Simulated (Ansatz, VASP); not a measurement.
# LiBeF3: VASP beside Ansatz, part 2 of 3

Aim: how closely do two programs agree when they are given the same cell, functional and k mesh? The cell is generated by rule, not measured, and may not be a known phase. The cell is taken from a series of runs on this material, whose earlier steps may have relaxed, scaled, displaced or heated it; both programs get it as it stands.

VASP 6.6.1 and Ansatz 0.2.0.

So far: Starting point; VASP: zone-centre phonons, PBE, pair 1.

## Step 2: VASP: zone-centre phonons, PBE, pair 1 (continued)

Level of this step: PBE; plane waves and PAW (Li_sv, Be, F); invented cell (VASP).

Numbers of over 12 decimals in the logs are rounded to 6 here.

OUTCAR, selected parts (step 2):

```text
ion  position               nearest neighbor table
   1  0.000  0.208  0.208-   3 1.94   4 1.94   3 1.94   4 1.94   5 2.05
   2  0.500  0.569  0.569-   3 1.52   4 1.52   5 1.65   5 1.65
   3  0.500  0.419  0.915-   2 1.52   1 1.94   1 1.94
   4  0.500  0.915  0.419-   2 1.52   1 1.94   1 1.94
   5  0.000  0.459  0.459-   2 1.65   2 1.65   1 2.05

  LATTYP: Found a base centered orthorhombic cell.
 ALAT       =     5.2278553222
 B/A-ratio  =     1.5626664858
 C/A-ratio  =     0.5293812837

 Subroutine GETGRP returns: Found  4 space group operations
 (whereof  4 operations were pure point group operations)

The static configuration has the point symmetry C_2v.

 Found     35 irreducible k-points:

   k-points           NKPTS =     35   k-points in BZ     NKDIM =     35   number of bands    NBANDS=     19

   dimension x,y,z NGX =    28 NGY =   48 NGZ =   48
   dimension x,y,z NGXF=    56 NGYF=   96 NGZF=   96

   ENCUT  =  750.0 eV  55.12 Ry    7.42 a.u.   6.18 10.83 10.83*2*pi/ulx,y,z

   NELECT =      26.0000    total number of electrons

 k-points in reciprocal lattice and weights: Automatic mesh
   0.00000000  0.00000000  0.00000000       0.008
   0.12500000  0.00000000  0.00000000       0.016
   0.25000000  0.00000000  0.00000000       0.016
   0.37500000  0.00000000  0.00000000       0.016
   0.50000000  0.00000000  0.00000000       0.008
   0.00000000  0.25000000  0.00000000       0.031
   0.12500000  0.25000000  0.00000000       0.062
   0.25000000  0.25000000  0.00000000       0.062
   0.37500000  0.25000000  0.00000000       0.062
[...]
0.37500000  0.50000000  0.50000000       0.016
   0.50000000  0.50000000  0.50000000       0.008

 average (electrostatic) potential at core
       1 -63.0124       2 -38.9552       3 -79.1558       4 -79.1558       5 -80.2031

  Total       -0.0846026     -0.0665059     -0.1125671      0.0000000      0.0000000      0.0000000
  in kB       -2.2936063     -1.8029982     -3.0517338      0.0000000      0.0000000      0.0000000
  external PRESSURE =      -2.3827794 kB  Pullay stress =       0.0000000 kB

  energy-cutoff  :      750.00
  volume of cell :       59.10
[...]
2     0.00000    -1.15184    -0.26989
    3     0.00000    -0.27028    -0.76456
 ion    5
    1    -1.29174     0.00000     0.00000
    2     0.00000    -0.59385     0.00000
    3     0.00000     0.00000    -0.97097

 Eigenvectors and eigenvalues of the dynamical matrix
 ----------------------------------------------------

   1 f  =   26.758522 THz   168.128755 2PiTHz  892.568232 cm-1   110.664307 meV
             X         Y         Z           dx          dy          dz
      0.000000  0.000000  1.701974    -0.000000   -0.132603   -0.000000
      1.383764  0.000000  4.649456     0.000000    0.906127   -0.000000
      1.383764 -1.296287  5.452584     0.000000   -0.243781    0.140290
      1.383764  1.296287  5.452584     0.000000   -0.243781   -0.140290
      0.000000  0.000000  3.749928    -0.000000   -0.055938    0.000000

   2 f  =   23.528152 THz   147.831738 2PiTHz  784.814668 cm-1    97.304574 meV
             X         Y         Z           dx          dy          dz
      0.000000  0.000000  1.701974     0.000000    0.000000    0.091395
      1.383764  0.000000  4.649456     0.000000   -0.000000   -0.863051
      1.383764 -1.296287  5.452584     0.000000   -0.271817    0.199137
      1.383764  1.296287  5.452584     0.000000    0.271817    0.199137
      0.000000  0.000000  3.749928    -0.000000   -0.000000    0.140397

   3 f  =   16.209600 THz   101.847922 2PiTHz  540.694061 cm-1    67.037490 meV
             X         Y         Z           dx          dy          dz
      0.000000  0.000000  1.701974     0.000000    0.000000   -0.121628
      1.383764  0.000000  4.649456     0.000000   -0.000000    0.309955
      1.383764 -1.296287  5.452584     0.000000   -0.504794    0.202750
      1.383764  1.296287  5.452584     0.000000    0.504794    0.202750
      0.000000  0.000000  3.749928    -0.000000    0.000000   -0.545239

   4 f  =   14.370254 THz    90.290971 2PiTHz  479.340089 cm-1    59.430570 meV
             X         Y         Z           dx          dy          dz
      0.000000  0.000000  1.701974     0.008958   -0.000000    0.000000
      1.383764  0.000000  4.649456     0.837017   -0.000000   -0.000000
      1.383764 -1.296287  5.452584    -0.018220    0.000000    0.000000
      1.383764  1.296287  5.452584    -0.018220   -0.000000    0.000000
      0.000000  0.000000  3.749928    -0.546497    0.000000    0.000000

   5 f  =   13.726603 THz    86.246788 2PiTHz  457.870178 cm-1    56.768641 meV
             X         Y         Z           dx          dy          dz
      0.000000  0.000000  1.701974     0.000000    0.784689   -0.000000
      1.383764  0.000000  4.649456     0.000000   -0.112116   -0.000000
      1.383764 -1.296287  5.452584    -0.000000   -0.323704    0.221025
      1.383764  1.296287  5.452584    -0.000000   -0.323704   -0.221025
      0.000000  0.000000  3.749928    -0.000000    0.253812    0.000000

   6 f  =   11.728902 THz    73.694866 2PiTHz  391.234064 cm-1    48.506820 meV
             X         Y         Z           dx          dy          dz
      0.000000  0.000000  1.701974    -0.865969   -0.000000   -0.000000
      1.383764  0.000000  4.649456    -0.054314   -0.000000    0.000000
      1.383764 -1.296287  5.452584     0.341114   -0.000000    0.000000
      1.383764  1.296287  5.452584     0.341114   -0.000000   -0.000000
      0.000000  0.000000  3.749928    -0.120128    0.000000    0.000000

   7 f  =   10.557698 THz    66.335973 2PiTHz  352.166898 cm-1    43.663111 meV
             X         Y         Z           dx          dy          dz
      0.000000  0.000000  1.701974     0.000000   -0.519057   -0.000000
      1.383764  0.000000  4.649456    -0.000000   -0.200031    0.000000
      1.383764 -1.296287  5.452584    -0.000000   -0.096672    0.360632
      1.383764  1.296287  5.452584     0.000000   -0.096672   -0.360632
      0.000000  0.000000  3.749928    -0.000000    0.641690    0.000000

   8 f  =    9.414711 THz    59.154376 2PiTHz  314.040968 cm-1    38.936100 meV
             X         Y         Z           dx          dy          dz
      0.000000  0.000000  1.701974    -0.000000    0.000000   -0.188065
      1.383764  0.000000  4.649456     0.000000    0.000000    0.183088
      1.383764 -1.296287  5.452584    -0.000000   -0.395915   -0.325165
      1.383764  1.296287  5.452584    -0.000000    0.395915   -0.325165
      0.000000  0.000000  3.749928     0.000000   -0.000000    0.637298

   9 f  =    9.160021 THz    57.554112 2PiTHz  305.545423 cm-1    37.882787 meV
             X         Y         Z           dx          dy          dz
      0.000000  0.000000  1.701974     0.000000    0.000000   -0.920007
      1.383764  0.000000  4.649456    -0.000000    0.000000   -0.046411
      1.383764 -1.296287  5.452584     0.000000    0.120624    0.230468
      1.383764  1.296287  5.452584     0.000000   -0.120624    0.230468
      0.000000  0.000000  3.749928    -0.000000   -0.000000    0.126895

  10 f  =    8.239671 THz    51.771381 2PiTHz  274.845846 cm-1    34.076526 meV
             X         Y         Z           dx          dy          dz
      0.000000  0.000000  1.701974     0.393148    0.000000    0.000000
      1.383764  0.000000  4.649456    -0.415357   -0.000000    0.000000
      1.383764 -1.296287  5.452584     0.350963   -0.000000   -0.000000
      1.383764  1.296287  5.452584     0.350963   -0.000000    0.000000
      0.000000  0.000000  3.749928    -0.653118   -0.000000    0.000000

  11 f  =    6.265105 THz    39.364815 2PiTHz  208.981402 cm-1    25.910380 meV
             X         Y         Z           dx          dy          dz
      0.000000  0.000000  1.701974    -0.000000   -0.000000    0.000000
      1.383764  0.000000  4.649456    -0.000000   -0.000000    0.000000
      1.383764 -1.296287  5.452584    -0.707107   -0.000000    0.000000
      1.383764  1.296287  5.452584     0.707107   -0.000000   -0.000000
      0.000000  0.000000  3.749928    -0.000000   -0.000000    0.000000

  12 f  =    1.804918 THz    11.340633 2PiTHz   60.205575 cm-1     7.464537 meV
             X         Y         Z           dx          dy          dz
      0.000000  0.000000  1.701974     0.000000    0.062524   -0.000000
      1.383764  0.000000  4.649456     0.000000   -0.050889   -0.000000
      1.383764 -1.296287  5.452584     0.000000    0.262091    0.548972
      1.383764  1.296287  5.452584     0.000000    0.262091   -0.548972
      0.000000  0.000000  3.749928     0.000000   -0.503367   -0.000000

  13 f/i=    0.012510 THz     0.078602 2PiTHz    0.417284 cm-1     0.051737 meV
             X         Y         Z           dx          dy          dz
      0.000000  0.000000  1.701974     0.308954   -0.000000   -0.000000
      1.383764  0.000000  4.649456     0.352040   -0.000000   -0.000000
      1.383764 -1.296287  5.452584     0.510034   -0.000000   -0.000000
      1.383764  1.296287  5.452584     0.510034   -0.000000   -0.000000
      0.000000  0.000000  3.749928     0.510242   -0.000000   -0.000000

  14 f/i=    0.015407 THz     0.096808 2PiTHz    0.513939 cm-1     0.063720 meV
             X         Y         Z           dx          dy          dz
      0.000000  0.000000  1.701974    -0.000000    0.000000   -0.308338
      1.383764  0.000000  4.649456    -0.000000    0.000000   -0.351278
      1.383764 -1.296287  5.452584    -0.000000    0.000121   -0.510284
      1.383764  1.296287  5.452584    -0.000000   -0.000121   -0.510284
      0.000000  0.000000  3.749928    -0.000000    0.000000   -0.510639

  15 f/i=    0.052894 THz     0.332341 2PiTHz    1.764347 cm-1     0.218751 meV
             X         Y         Z           dx          dy          dz
      0.000000  0.000000  1.701974    -0.000000   -0.305531   -0.000000
      1.383764  0.000000  4.649456    -0.000000   -0.351798   -0.000000
      1.383764 -1.296287  5.452584    -0.000000   -0.507691    0.006442
      1.383764  1.296287  5.452584    -0.000000   -0.507691   -0.006442
      0.000000  0.000000  3.749928    -0.000000   -0.517017   -0.000000

 MACROSCOPIC STATIC DIELECTRIC TENSOR IONIC CONTRIBUTION
 ------------------------------------------------------
           3.215640     0.000000     0.000000
           0.000000     1.886552     0.000000
           0.000000    -0.000000     2.252667
 ------------------------------------------------------

 ELASTIC MODULI CONTR FROM IONIC RELAXATION (kBar)
 Direction    XX          YY          ZZ          XY          YZ          ZX
 --------------------------------------------------------------------------------
 XX        -155.6747    -41.4227   -154.6226      0.0000      0.0000      0.0000
 YY         -41.4227   -606.4044   -252.4913      0.0000      0.0000     -0.0000
 ZZ        -154.6226   -252.4913   -312.5237     -0.0000      0.0000      0.0000
 XY           0.0000      0.0000     -0.0000     -1.9425     -0.0000      0.0000
 YZ           0.0000     -0.0000      0.0000     -0.0000   -430.5235     -0.0000
 ZX           0.0000     -0.0000      0.0000      0.0000     -0.0000   -253.1113
 --------------------------------------------------------------------------------

 PIEZOELECTRIC TENSOR IONIC CONTR  for field in x, y, z        (C/m^2)
          XX          YY          ZZ          XY          YZ          ZX
  --------------------------------------------------------------------------------
  x     0.00000    -0.00000    -0.00000     0.00000     0.00000    -0.19211
  y    -0.00000     0.00000     0.00000     0.00000     0.13296    -0.00000
  z    -0.17401     0.09290     0.17850     0.00000    -0.00000    -0.00000
```

## Step 3: Ansatz: zone-centre phonons, PBE, pair 1

Ansatz runs on its PAW soft_1 files.

The same cell, functional and mesh now go to Ansatz, which takes its cutoff from its data sets.

File input.yaml:

```yaml
crystal:
  lattice:
    - [2.7675287613, 0.0, 0.0]
    - [0.0, 2.6139276611, 4.0846971522]
    - [0.0, -2.6139276611, 4.0846971522]
  atoms:
    - { symbol: Li, position: [0.0, 0.2083353652, 0.2083353652] }
    - { symbol: Be, position: [0.5, 0.5691309961, 0.5691309961] }
    - { symbol: F, position: [0.5, 0.4194826216, 0.9153982174] }
    - { symbol: F, position: [0.5, 0.9153982174, 0.4194826216] }
    - { symbol: F, position: [0.0, 0.4590215842, 0.4590215842] }
kpoints:
  mp_grid: { grid: [8, 4, 4] }
hamiltonian:
  xc: pbe
  pseudopotentials: { kind: paw, azcp: { folder: soft_1 } }
scf:
  occupations: { method: fixed }
output:
  eigenvalues: true
phonons:
  method: dfpt
  dielectric: true
  rigid_motions: translations
```

The run is started by

```bash
$ ansatz run input.yaml --threads 4 --pin off --max-ram 16384MiB --backend cpu --events-out ev --progress --plain --runs-dir out
```

The program printed:

```text
Engine: ansatz 0.2.0, aarch64-unknown-linux-gnu
Pseudopotentials: kind: paw
Pseudopotential: Li, paw, valence charge 3, recommended cutoff 420 eV (normal), soft_1/Li.paw.azcp
Pseudopotential: Be, paw, valence charge 2, recommended cutoff 420 eV (normal), soft_1/Be.paw.azcp
Pseudopotential: F, paw, valence charge 7, recommended cutoff 420 eV (normal), soft_1/F.paw.azcp
Functional definition: PBE
  parameter kappa = 0.804
  parameter beta = 0.066725
  exchange = pbe_x(kappa = kappa, mu = beta*pi^2/3)
  correlation = pbe_c(beta = beta)
Crystal: 5 atoms, lattice volume = 59.098 Å³
Basis set: ecut = 420 eV, 1153 PW (Γ), exchange–correlation on 40×72×72 points (8 copies of the dense FFT grid, shifted against one another)
Bands: 18, of which v1, the nominal top of the filled ones, is band 13 counted from 1 (12 counted from 0)
Symmetry: 4 space group operations
k-points: 68 of 128 (irreducible under 1 space group operation, time reversal used)
Non-local potential: Li, projectors of the file, l = 0: 3, l = 1: 2, l = 2: 1
Non-local potential: Be, projectors of the file, l = 0: 2, l = 1: 2, l = 2: 1
Non-local potential: F, projectors of the file, l = 0: 2, l = 1: 2, l = 2: 1
PAW form: soft (Blöchl's): semilocal exchange-correlation on the pseudo side does not see the compensation charge
PAW one-centre angular grid: Li, 110 points (default); XC on 96 Gauss nodes
PAW one-centre angular grid: Be, 110 points (default); XC on 64 Gauss nodes
PAW one-centre angular grid: F, 110 points (default); XC on 64 Gauss nodes
Initial density: superposition of atomic densities (chi_scale 0.1, normalization cell, long waves kept (reshape's long-wave potential 0.06 eV rms))
Initial wavefunctions: pseudopotential atomic-orbital guess
Functional: x = pbe(κ = 0.804, μ = 0.219515), c = pbe(β = 0.066725)
SCF iter   1: F=—  HF=-2730.394898 eV  |F-HF|=—  |Δ(HF+E_count)|=         —  Δρ=6.56e-2  dr2=2.33e0  ethr=3.10e-3  ⟨swp⟩=4.9  Hψ=5912  notcnv=0  defer=192
preconditioner: auto → none  [insulator: Δε(μ)=8.264 eV  Ē_g=19.837 eV  n_scr=8 (ndim 8)  ℏωp=23.7 eV  f_vac=0.132  ε∞_Penn≈2.4]
SCF iter   2: F=—  HF=-2729.935667 eV  |F-HF|=—  |Δ(HF+E_count)|=   4.59e-1  Δρ=3.42e-2  dr2=3.50e-1  ethr=3.10e-3  ⟨swp⟩=2.0  Hψ=2747  notcnv=0  defer=129
SCF iter   3: F=—  HF=-2729.890899 eV  |F-HF|=—  |Δ(HF+E_count)|=   4.48e-2  Δρ=1.22e-2  dr2=7.21e-2  ethr=1.35e-3  ⟨swp⟩=2.5  Hψ=2406  notcnv=0  defer=195
SCF iter   4: F=—  HF=-2729.892692 eV  |F-HF|=—  |Δ(HF+E_count)|=   1.79e-3  Δρ=2.48e-3  dr2=2.17e-3  ethr=2.77e-4  ⟨swp⟩=2.6  Hψ=2078  notcnv=0  defer=204
SCF iter   5: F=—  HF=-2729.892906 eV  |F-HF|=—  |Δ(HF+E_count)|=   2.13e-4  Δρ=1.19e-3  dr2=3.55e-4  ethr=8.35e-6  ⟨swp⟩=2.0  Hψ=2495  notcnv=0  defer=204
SCF iter   6: F=—  HF=-2729.892926 eV  |F-HF|=—  |Δ(HF+E_count)|=   2.00e-5  Δρ=3.03e-4  dr2=2.51e-5  ethr=1.37e-6  ⟨swp⟩=2.0  Hψ=2069  notcnv=0  defer=204
SCF iter   7: F=—  HF=-2729.892952 eV  |F-HF|=—  |Δ(HF+E_count)|=   2.69e-5  Δρ=5.51e-5  dr2=8.66e-7  ethr=9.66e-8  ⟨swp⟩=3.0  Hψ=2244  notcnv=0  defer=151
SCF iter   8: F=—  HF=-2729.892954 eV  |F-HF|=—  |Δ(HF+E_count)|=   1.50e-6  Δρ=5.65e-6  dr2=9.15e-9  ethr=3.33e-9  ⟨swp⟩=2.4  Hψ=1976  notcnv=0  defer=76
SCF iter   9: F=—  HF=-2729.892954 eV  |F-HF|=—  |Δ(HF+E_count)|=   2.16e-8  Δρ=7.00e-7  dr2=1.30e-10  ethr=3.52e-11  ⟨swp⟩=2.1  Hψ=1963  notcnv=0  defer=76
SCF iter  10: F=-2729.892954 eV  HF=-2729.892954 eV  |F-HF|=1.36e-12  |Δ(HF+E_count)|=  2.86e-10  Δρ=7.50e-8  dr2=3.14e-12  ethr=1.00e-12  ⟨swp⟩=11.3  Hψ=7009  notcnv=0
SCF 1 converged in 10 iterations: F = -2729.892954 eV  dr2 = 3.14e-12
  greatest PAW one-centre occupation: 1.000 electrons in one spin orbital (limit 2), on the Li atom at site 0 (counted from 0), in its partial waves of l = 0
NSCF: frozen V_eff on 2 k-points
DFPT response loops at Γ: preconditioner auto → none (the input reference at scf.mixing.eps_inf says where Resta's filter doesn't serve); β = 0.50; Broyden in place of MSR1
SCF converged after 10 iterations
Free energy (F): -2729.892954 eV
Harris-Foulkes:  -2729.892954 eV  (|F-HF|=1.36e-12)
Internal energy: -2729.892954 eV  (E = F + TS)
E sigma→0 (E₀):  -2729.892954 eV
Fermi energy:    -1.655020 eV
--- Per-component energies (eV) ---
  E_band       = -278.295052
  E_kinetic    = 633.027130
  E_local      = -2391.699042  (includes V_loc(G=0)·N_el)
  E_nonlocal   = 246.270192
  E_hartree    = 901.221266
  E_xc         = -260.938808
  E_vxc        = -329.143538  (∫ρ·V_xc dr)
  E_paw        = -699.111084  (= ΣΔE_a)
  E_vpaw       = -239.194711  (= ΣTr[D̂ρ^β])
  E_aug_tail   = 0.002398  (compensation charges beyond the density's cutoff)
  E_ewald      = -1158.665005
  E_smearing   = -0.000000  (= −TS)
  E_closure    = -0.000000  (closes the sum)
  Σ components = -2729.892954   (vs F -2729.892954, Δ=0.00e0)
--- Band table (eV; the first three rows and the last of 68) ---
  k-point 0: bands = [... 9 lower, -2.4351, -1.9566, -1.7230, -1.6960, 5.8792, 9.9046, 11.4922, 12.2624, ... 1 higher]
  k-point 1: bands = [... 9 lower, -2.5041, -1.9375, -1.9195, -1.7438, 6.4878, 9.4521, 10.9028, 12.4990, ... 1 higher]
  k-point 2: bands = [... 9 lower, -2.6534, -2.1007, -1.9009, -1.8092, 7.6982, 8.2459, 10.5598, 13.1501, ... 1 higher]
  k-point 67: bands = [... 9 lower, -2.7818, -2.4365, -2.3915, -1.6550, 10.3093, 11.2138, 11.3536, 12.2925, ... 1 higher]
--- Phonons (Γ-DFPT): 12 representative perturbations + reference, on 68 of 128 k-points (Σ response iterations 42) ---
  k mesh reduced under 1 symmetry operation, with k and −k counted as one. Each operation leaves every solved perturbation unchanged. A smaller set is not considered because the run solves the response to a homogeneous field
  ASR residual: 1.979e-3 → 0.000e0 eV/Å²; symmetrization residual: 8.438e-7 eV/Å²
  ASR residual per site (eV/Å²): 2.13e-4 1.98e-3 5.19e-4 5.19e-4 1.00e-4
  Γ frequencies (cm⁻¹): 0.00 0.00 0.00 61.49 207.68 274.12 303.70 313.98 348.83 386.48 451.61 472.13 540.96 790.44 897.03
  ε∞ (high-frequency dielectric tensor):
        1.808195     0.000000     0.000000
       -0.000000     1.760449    -0.000000
        0.000000     0.000000     1.731019
  ε⁰ (static dielectric tensor: ions relaxed, cell fixed):
        5.101613     0.000000     0.000000
        0.000000     3.713265    -0.000000
        0.000000    -0.000000     4.010812
  ε⁰ − ε∞ (ionic part):
        3.293418     0.000000     0.000000
        0.000000     1.952815    -0.000000
        0.000000    -0.000000     2.279793
  softest optical mode at Γ: 61.49 cm⁻¹; the repairs (sum rule, projections) moved no ω² at Γ by more than (7.76 cm⁻¹)²
  Born effective charges Z* (e; rows j = field, columns β = displacement):
    site 0:
         1.07632   -0.00000    0.00000
         0.00000    1.11482    0.00000
         0.00000   -0.00000    0.95154
    site 1:
         1.96621    0.00000    0.00000
        -0.00000    1.78630   -0.00000
         0.00000    0.00000    1.54884
    site 2:
        -0.87126    0.00000   -0.00000
         0.00000   -1.15637    0.27527
        -0.00000    0.27479   -0.76460
    site 3:
        -0.87126   -0.00000   -0.00000
        -0.00000   -1.15637   -0.27527
        -0.00000   -0.27479   -0.76460
    site 4:
        -1.30000   -0.00000   -0.00000
         0.00000   -0.58838   -0.00000
        -0.00000    0.00000   -0.97117
  Z* charge neutrality: 1.447e-5 e pre-enforcement
  k-mesh period / interband length: 19.4 Å / 0.74 Å = 26.37 at k = (0.0000, 0.0000, 0.0000), direct gap 7.575 eV — 14 or more, which is no proof of convergence
  optical modes at Γ without the LO–TO term, one row a degenerate level:
      ω (cm⁻¹)  modes    IR ((D/Å)²/amu)
[...]
optical modes at Γ + LO–TO along q̂ = [1.0000, 0.0000, 0.0000]:
      ω (cm⁻¹)  modes    IR ((D/Å)²/amu)
[...]
optical modes at Γ + LO–TO along q̂ = [0.0000, 1.0000, 0.0000]:
      ω (cm⁻¹)  modes    IR ((D/Å)²/amu)
[...]
optical modes at Γ + LO–TO along q̂ = [0.0000, 0.0000, 1.0000]:
      ω (cm⁻¹)  modes    IR ((D/Å)²/amu)
[...]
348.83      1             2.7413
        386.48      1             5.3136
        406.43      1             2.4476
        451.61      1             4.0405
        472.13      1            12.2884
        545.89      1             0.2617
        891.45      1             9.1900
        897.03      1             9.3698
```

(Part 2 of 3 ends here.)

[Lines on the potential files, build, host, timing and source positions are cut from VASP's logs without a mark.]

[Logs are printed without paths, hosts, clocks, repeated set-up lines and the standing remarks that a program may print on its own settings, such as how far it seeks lower states.]

[Hosts, paths, dates, database ids (printed as entryN), source tags and the programs' standing remarks are cut or masked in the printed files.]
